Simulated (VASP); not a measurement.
Level of theory: PBEsol GGA, VASP's PBE PAW potentials (set 64) (plane waves; VASP).

VASP input:

**POSCAR**
```
CoGa
1.0
  2.9286720000   0.0000000000   0.0000000000
  0.0000000000   2.9286720000   0.0000000000
  0.0000000000   0.0000000000   2.9286720000
Ga Co
1 1
Direct
  0.5000000000   0.5000000000   0.5000000000
  0.0000000000   0.0000000000   0.0000000000
```

KPOINTS:
```
Automatic mesh
0
Gamma
11 11 11
0 0 0
```

**INCAR**
```
SYSTEM = CoGa
PREC = Accurate
ENCUT = 300
EDIFF = 1E-6
NELM = 100
ALGO = Normal
LREAL = .FALSE.
LASPH = .TRUE.
ISMEAR = 0
SIGMA = 0.2
GGA = PS
LMAXMIX = 4
LWAVE = .FALSE.
LCHARG = .FALSE.
ISIF = 2
```

POTCAR, in this order: Ga_d Co (PBE.64 set). Program: vasp_std.

Output

**OSZICAR**
```
       N       E                     dE             d eps       ncg     rms          rms(c)
DAV:   1     0.758126958198E+02    0.75813E+02   -0.78731E+03  1798   0.182E+03
DAV:   2    -0.920070906506E+01   -0.85013E+02   -0.83103E+02  1715   0.291E+02
DAV:   3    -0.128848716489E+02   -0.36842E+01   -0.36733E+01  1946   0.660E+01
DAV:   4    -0.129310477991E+02   -0.46176E-01   -0.46168E-01  2319   0.692E+00
DAV:   5    -0.129319586448E+02   -0.91085E-03   -0.91084E-03  2027   0.830E-01    0.102E+01
DAV:   6    -0.146825262681E+02   -0.17506E+01   -0.31543E+01  1881   0.689E+01    0.143E+01
DAV:   7    -0.117032634790E+02    0.29793E+01   -0.13486E+01  1736   0.507E+01    0.144E+00
DAV:   8    -0.116938753459E+02    0.93881E-02   -0.31647E-01  1943   0.544E+00    0.720E-01
DAV:   9    -0.116853292047E+02    0.85461E-02   -0.26512E-02  2252   0.226E+00    0.161E-01
DAV:  10    -0.116848522311E+02    0.47697E-03   -0.73216E-04  2202   0.390E-01    0.715E-02
DAV:  11    -0.116848265791E+02    0.25652E-04   -0.90396E-05  2360   0.149E-01    0.149E-02
DAV:  12    -0.116848263643E+02    0.21482E-06   -0.39119E-06  1868   0.319E-02
   1 F= -.11684826E+02 E0= -.11671319E+02  d E =-.270143E-01
```

OUTCAR:
```
------------------------ aborting loop because EDIFF is reached ----------------------------------------
  FORCE on cell =-STRESS in cart. coord.  units (eV):
  Direction    XX          YY          ZZ          XY          YZ          ZX
  --------------------------------------------------------------------------------------
  Total       -2.3281704     -2.3281704     -2.3281704     -0.0000000     -0.0000000      0.0000000
  in kB     -148.4954471   -148.4954471   -148.4954471     -0.0000000     -0.0000000      0.0000000
  external PRESSURE =    -148.4954471 kB  Pullay stress =       0.0000000 kB
  volume of cell :       25.12
      direct lattice vectors                 reciprocal lattice vectors
     2.928672000  0.000000000  0.000000000     0.341451689  0.000000000  0.000000000
     0.000000000  2.928672000  0.000000000     0.000000000  0.341451689  0.000000000
     0.000000000  0.000000000  2.928672000     0.000000000  0.000000000  0.341451689
 POSITION                                       TOTAL-FORCE (eV/Angst)
 -----------------------------------------------------------------------------------
      1.46434      1.46434      1.46434         0.000000      0.000000      0.000000
      0.00000      0.00000      0.00000         0.000000      0.000000      0.000000
 -----------------------------------------------------------------------------------
    total drift:                                0.000000     -0.000000      0.000000
  FREE ENERGIE OF THE ION-ELECTRON SYSTEM (eV)
  ---------------------------------------------------
  free  energy   TOTEN  =       -11.6848263643 eV

  energy  without entropy=      -11.6578120852  energy(sigma->0) =      -11.67131922
```
(Selected blocks of OUTCAR.)

At this cut-off the stress carries a Pulay error, which pulls relaxed volumes low.

The structure is a typed CoGa crystal (Pm-3m). The cell was not relaxed at this level. The run is not spin-polarised, so no magnetic state was tried.
